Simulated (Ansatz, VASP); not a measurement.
# Li3SI in two plane-wave programs, part 3 of 3

Aim: how closely do two programs agree when they are given the same cell, functional and k mesh? The cell is generated by rule, not measured, and may not be a known phase. The cell is taken from a series of runs on this material, whose earlier steps may have relaxed, scaled, displaced or heated it; both programs get it as it stands.

VASP 6.6.1 and Ansatz 0.2.0.

So far: Set-up; Ansatz: zone-centre phonons, LDA; VASP: zone-centre phonons, LDA.

### Step 3. VASP: zone-centre phonons, LDA (continued)

Level of this step: LDA; plane waves and PAW (I, S, Li_sv); invented cell (VASP).

OUTCAR, selected parts (step 3):

```text
ion  position               nearest neighbor table
   1  0.000  0.000  0.000-
   2  0.500  0.500  0.500-   3 2.31   4 2.31   5 2.31   3 2.31   4 2.31   5 2.31
   3  0.500  0.500  0.000-   2 2.31   2 2.31
   4  0.500  0.000  0.500-   2 2.31   2 2.31
   5  0.000  0.500  0.500-   2 2.31   2 2.31

  LATTYP: Found a simple cubic cell.
 ALAT       =     4.6105804681

 Subroutine GETGRP returns: Found 48 space group operations
 (whereof 48 operations were pure point group operations)

The static configuration has the point symmetry O_h .

 Found     10 irreducible k-points:

   k-points           NKPTS =     10   k-points in BZ     NKDIM =     10   number of bands    NBANDS=     17

   dimension x,y,z NGX =    42 NGY =   42 NGZ =   42
   dimension x,y,z NGXF=    84 NGYF=   84 NGZF=   84

   ENCUT  =  750.0 eV  55.12 Ry    7.42 a.u.  10.30 10.30 10.30*2*pi/ulx,y,z

   NELECT =      22.0000    total number of electrons

 k-points in reciprocal lattice and weights: Automatic mesh
   0.00000000  0.00000000  0.00000000       0.016
   0.25000000  0.00000000  0.00000000       0.094
   0.50000000  0.00000000  0.00000000       0.047
   0.25000000  0.25000000  0.00000000       0.188
   0.50000000  0.25000000  0.00000000       0.188
   0.50000000  0.50000000  0.00000000       0.047
   0.25000000  0.25000000  0.25000000       0.125
   0.50000000  0.25000000  0.25000000       0.188
   0.50000000  0.50000000  0.25000000       0.094
   0.50000000  0.50000000  0.50000000       0.016

 average (electrostatic) potential at core
       1 -93.2218       2 -87.3963       3 -64.3172       4 -64.3172       5 -64.3172

  Total       -0.0338051     -0.0338051     -0.0338051      0.0000000     -0.0000000      0.0000000
  in kB       -0.5526197     -0.5526197     -0.5526197      0.0000000     -0.0000000      0.0000000
  external PRESSURE =      -0.5526197 kB  Pullay stress =       0.0000000 kB

  energy-cutoff  :      750.00
  volume of cell :       98.01
      direct lattice vectors                 reciprocal lattice vectors
     4.610580468  0.000000000  0.000000000     0.216892430  0.000000000  0.000000000
     0.000000000  4.610580468  0.000000000     0.000000000  0.216892430  0.000000000
     0.000000000  0.000000000  4.610580468     0.000000000  0.000000000  0.216892430

 POSITION                                       TOTAL-FORCE (eV/Angst)
 -----------------------------------------------------------------------------------
      0.00000      0.00000      0.00000         0.000000      0.000000      0.000000
      2.30529      2.30529      2.30529         0.000000      0.000000      0.000000
      2.30529      2.30529      0.00000         0.000000      0.000000      0.000000
      2.30529      0.00000      2.30529         0.000000      0.000000      0.000000
      0.00000      2.30529      2.30529         0.000000      0.000000      0.000000
 -----------------------------------------------------------------------------------
    total drift:                                0.000000     -0.000000     -0.000000

 MACROSCOPIC STATIC DIELECTRIC TENSOR (including local field effects in DFT)
[...]
2     0.00000     1.17675    -0.00000
    3    -0.00000     0.00000     1.19892
 ion    5
    1     1.17675    -0.00000    -0.00000
    2    -0.00000     1.19892    -0.00000
    3    -0.00000    -0.00000     1.19892

 Eigenvectors and eigenvalues of the dynamical matrix
 ----------------------------------------------------

   1 f  =   15.865831 THz    99.687955 2PiTHz  529.227148 cm-1    65.615774 meV
             X         Y         Z           dx          dy          dz
      0.000000  0.000000  0.000000     0.005139    0.000142    0.000000
      2.305290  2.305290  2.305290    -0.398502   -0.010988   -0.000000
      2.305290  2.305290  0.000000    -0.036392   -0.001003    0.000000
      2.305290  0.000000  2.305290    -0.036392    0.025237    0.000000
      0.000000  2.305290  2.305290     0.915293   -0.001003   -0.000000

   2 f  =   15.865831 THz    99.687955 2PiTHz  529.227148 cm-1    65.615774 meV
             X         Y         Z           dx          dy          dz
      0.000000  0.000000  0.000000    -0.000142    0.005139    0.000000
      2.305290  2.305290  2.305290     0.010988   -0.398502    0.000000
      2.305290  2.305290  0.000000     0.001003   -0.036392   -0.000000
      2.305290  0.000000  2.305290     0.001003    0.915293   -0.000000
      0.000000  2.305290  2.305290    -0.025237   -0.036392    0.000000

   3 f  =   15.865831 THz    99.687955 2PiTHz  529.227148 cm-1    65.615774 meV
             X         Y         Z           dx          dy          dz
      0.000000  0.000000  0.000000     0.000000    0.000000   -0.005141
      2.305290  2.305290  2.305290    -0.000000   -0.000000    0.398653
      2.305290  2.305290  0.000000    -0.000000   -0.000000   -0.915641
      2.305290  0.000000  2.305290    -0.000000    0.000000    0.036405
      0.000000  2.305290  2.305290     0.000000    0.000000    0.036405

   4 f  =    4.165365 THz    26.171758 2PiTHz  138.941610 cm-1    17.226556 meV
             X         Y         Z           dx          dy          dz
      0.000000  0.000000  0.000000     0.036072   -0.003101   -0.346302
      2.305290  2.305290  2.305290    -0.082768    0.007115    0.794606
      2.305290  2.305290  0.000000     0.026613   -0.002288    0.327585
      2.305290  0.000000  2.305290     0.026613    0.002933   -0.255492
      0.000000  2.305290  2.305290    -0.034122   -0.002288   -0.255492

   5 f  =    4.165365 THz    26.171758 2PiTHz  138.941610 cm-1    17.226556 meV
             X         Y         Z           dx          dy          dz
      0.000000  0.000000  0.000000     0.121082   -0.326089    0.015532
      2.305290  2.305290  2.305290    -0.277829    0.748225   -0.035639
      2.305290  2.305290  0.000000     0.089331   -0.240579   -0.014693
      2.305290  0.000000  2.305290     0.089331    0.308464    0.011459
      0.000000  2.305290  2.305290    -0.114538   -0.240579    0.011459

   6 f  =    4.165365 THz    26.171758 2PiTHz  138.941610 cm-1    17.226556 meV
             X         Y         Z           dx          dy          dz
      0.000000  0.000000  0.000000    -0.324460   -0.122035   -0.032704
      2.305290  2.305290  2.305290     0.744487    0.280015    0.075040
      2.305290  2.305290  0.000000    -0.239377   -0.090034    0.030936
      2.305290  0.000000  2.305290    -0.239377    0.115439   -0.024128
      0.000000  2.305290  2.305290     0.306923   -0.090034   -0.024128

   7 f/i=    0.015260 THz     0.095880 2PiTHz    0.509011 cm-1     0.063109 meV
             X         Y         Z           dx          dy          dz
      0.000000  0.000000  0.000000    -0.338715    0.790342   -0.002779
      2.305290  2.305290  2.305290    -0.160845    0.375309   -0.001320
      2.305290  2.305290  0.000000    -0.067696    0.157959   -0.000603
      2.305290  0.000000  2.305290    -0.067696    0.171526   -0.000555
      0.000000  2.305290  2.305290    -0.073510    0.157959   -0.000555

   8 f/i=    0.015260 THz     0.095880 2PiTHz    0.509011 cm-1     0.063109 meV
             X         Y         Z           dx          dy          dz
      0.000000  0.000000  0.000000    -0.009617   -0.007145   -0.859787
      2.305290  2.305290  2.305290    -0.004567   -0.003393   -0.408286
      2.305290  2.305290  0.000000    -0.001922   -0.001428   -0.186597
      2.305290  0.000000  2.305290    -0.001922   -0.001551   -0.171838
      0.000000  2.305290  2.305290    -0.002087   -0.001428   -0.171838

   9 f/i=    0.015260 THz     0.095880 2PiTHz    0.509011 cm-1     0.063109 meV
             X         Y         Z           dx          dy          dz
      0.000000  0.000000  0.000000     0.790289    0.338651   -0.011654
      2.305290  2.305290  2.305290     0.375283    0.160815   -0.005534
      2.305290  2.305290  0.000000     0.157948    0.067683   -0.002529
      2.305290  0.000000  2.305290     0.157948    0.073497   -0.002329
      0.000000  2.305290  2.305290     0.171514    0.067683   -0.002329

  10 f/i=    1.123096 THz     7.056618 2PiTHz   37.462436 cm-1     4.644748 meV
             X         Y         Z           dx          dy          dz
      0.000000  0.000000  0.000000     0.018028   -0.019012   -0.372390
      2.305290  2.305290  2.305290    -0.009169    0.009669    0.189389
      2.305290  2.305290  0.000000    -0.030663    0.032336    0.134913
      2.305290  0.000000  2.305290    -0.030663    0.006888    0.633376
      0.000000  2.305290  2.305290    -0.006532    0.032336    0.633376

  11 f/i=    1.123096 THz     7.056618 2PiTHz   37.462436 cm-1     4.644748 meV
             X         Y         Z           dx          dy          dz
      0.000000  0.000000  0.000000    -0.371453    0.031612   -0.019597
      2.305290  2.305290  2.305290     0.188912   -0.016077    0.009967
      2.305290  2.305290  0.000000     0.631782   -0.053767    0.007100
      2.305290  0.000000  2.305290     0.631782   -0.011453    0.033331
      0.000000  2.305290  2.305290     0.134573   -0.053767    0.033331

  12 f/i=    1.123096 THz     7.056618 2PiTHz   37.462436 cm-1     4.644748 meV
             X         Y         Z           dx          dy          dz
      0.000000  0.000000  0.000000     0.032532    0.371483   -0.017391
      2.305290  2.305290  2.305290    -0.016545   -0.188928    0.008844
      2.305290  2.305290  0.000000    -0.055332   -0.631834    0.006300
      2.305290  0.000000  2.305290    -0.055332   -0.134584    0.029579
      0.000000  2.305290  2.305290    -0.011786   -0.631834    0.029579

  13 f/i=    1.381936 THz     8.682959 2PiTHz   46.096416 cm-1     5.715225 meV
             X         Y         Z           dx          dy          dz
      0.000000  0.000000  0.000000     0.000000    0.000000   -0.000000
      2.305290  2.305290  2.305290     0.000000    0.000000    0.000000
      2.305290  2.305290  0.000000    -0.050465    0.476283    0.000000
      2.305290  0.000000  2.305290     0.050465    0.000000   -0.520200
      0.000000  2.305290  2.305290     0.000000   -0.476283    0.520200

  14 f/i=    1.381936 THz     8.682959 2PiTHz   46.096416 cm-1     5.715225 meV
             X         Y         Z           dx          dy          dz
      0.000000  0.000000  0.000000    -0.000000   -0.000000   -0.000000
      2.305290  2.305290  2.305290     0.000000    0.000000    0.000000
      2.305290  2.305290  0.000000     0.074266   -0.515043    0.000000
      2.305290  0.000000  2.305290    -0.074266    0.000000   -0.478765
      0.000000  2.305290  2.305290     0.000000    0.515043    0.478765

  15 f/i=    1.381936 THz     8.682959 2PiTHz   46.096416 cm-1     5.715225 meV
             X         Y         Z           dx          dy          dz
      0.000000  0.000000  0.000000    -0.000000    0.000000   -0.000000
      2.305290  2.305290  2.305290     0.000000    0.000000   -0.000000
      2.305290  2.305290  0.000000    -0.701383   -0.088804    0.000000
      2.305290  0.000000  2.305290     0.701383    0.000000   -0.013266
      0.000000  2.305290  2.305290     0.000000    0.088804    0.013266

 MACROSCOPIC STATIC DIELECTRIC TENSOR IONIC CONTRIBUTION
 ------------------------------------------------------
           0.847064     0.000000     0.000000
           0.000000     0.847064    -0.000000
          -0.000000    -0.000000     0.847064
 ------------------------------------------------------

 ELASTIC MODULI CONTR FROM IONIC RELAXATION (kBar)
 Direction    XX          YY          ZZ          XY          YZ          ZX
 --------------------------------------------------------------------------------
 XX           0.0000      0.0000      0.0000      0.0000      0.0000      0.0000
 YY           0.0000      0.0000      0.0000      0.0000      0.0000      0.0000
 ZZ           0.0000      0.0000      0.0000      0.0000      0.0000      0.0000
 XY           0.0000      0.0000      0.0000      0.0000      0.0000      0.0000
 YZ           0.0000      0.0000      0.0000      0.0000      0.0000      0.0000
 ZX           0.0000      0.0000      0.0000      0.0000      0.0000      0.0000
 --------------------------------------------------------------------------------

 PIEZOELECTRIC TENSOR IONIC CONTR  for field in x, y, z        (C/m^2)
          XX          YY          ZZ          XY          YZ          ZX
  --------------------------------------------------------------------------------
  x     0.00000     0.00000     0.00000     0.00000     0.00000     0.00000
  y     0.00000     0.00000     0.00000     0.00000     0.00000     0.00000
  z     0.00000     0.00000     0.00000     0.00000     0.00000     0.00000
```

Energies printed during the response cycles are not total energies of the cell. With imaginary modes the cell is no minimum, so the ionic parts of its dielectric, piezoelectric and elastic tensors have no meaning.

### Step 4. Comparison

Known differences besides the potentials themselves: the two LDA forms differ slightly; fixed occupations in Ansatz, narrow Gaussian smearing in VASP; VASP's response is taken on the typed mesh, Ansatz refines its own for the field response alone; the cutoff is 897.976 eV in Ansatz and 750 eV in VASP; VASP's log shows a relativistic correction to its local exchange, Ansatz's none; Ansatz's log warns that its cutoff lies below the recommended one. Total energies have different zeros and are not compared.

The two programs side by side:

```
                                                   quantity  Ansatz   VASP  difference
                                                      ε∞ xx    4.50   4.56     -1.28 %
                                                      ε∞ yy    4.50   4.56     -1.28 %
                                                      ε∞ zz    4.50   4.56     -1.28 %
               Born charge of I1 (mean of the diagonal) (e)   -1.50  -1.52       +0.02
               Born charge of S2 (mean of the diagonal) (e)   -2.07  -2.06       -0.01
              Born charge of Li3 (mean of the diagonal) (e)    1.19   1.19        0.00
optical mode 1 to 3 (imaginary, printed as negative) (cm⁻¹)   -46.4  -46.1        -0.3
optical mode 4 to 6 (imaginary, printed as negative) (cm⁻¹)   -38.0  -37.5        -0.5
                                 optical mode 7 to 9 (cm⁻¹)   136.1  138.9     -2.08 %
                               optical mode 10 to 12 (cm⁻¹)   524.6  529.2     -0.87 %
```

Modes are paired by rising frequency, not by their patterns, so a pair may set unlike modes beside each other; they are those without the splitting of longitudinal modes.

### Step 5. What came out

```json
{
 "r.m.s. difference of the optical zone-centre modes, each program's sorted by frequency (zone-centre phonons, LDA)": "2.7 cm⁻¹",
 "difference in optical mode 7 to 9 (zone-centre phonons, LDA)": "-2.1 %"
}
```

In words: The r.m.s. difference of the optical zone-centre modes, each program's sorted by frequency is 2.7 cm⁻¹ (zone-centre phonons, LDA). Among the rows given in per cent, the largest difference of the zone-centre phonons, LDA pair is in optical mode 7 to 9, -2.1 %. How closely two codes agree says nothing of how well the functional describes the real material.

[Lines on the potential files, build, host, timing and source positions are cut from VASP's logs without a mark.]

[Logs are printed without paths, hosts, clocks, repeated set-up lines and the standing remarks that a program may print on its own settings, such as how far it seeks lower states.]

[Hosts, paths, dates, database ids (printed as entryN), source tags and the programs' standing remarks are cut or masked in the printed files.]
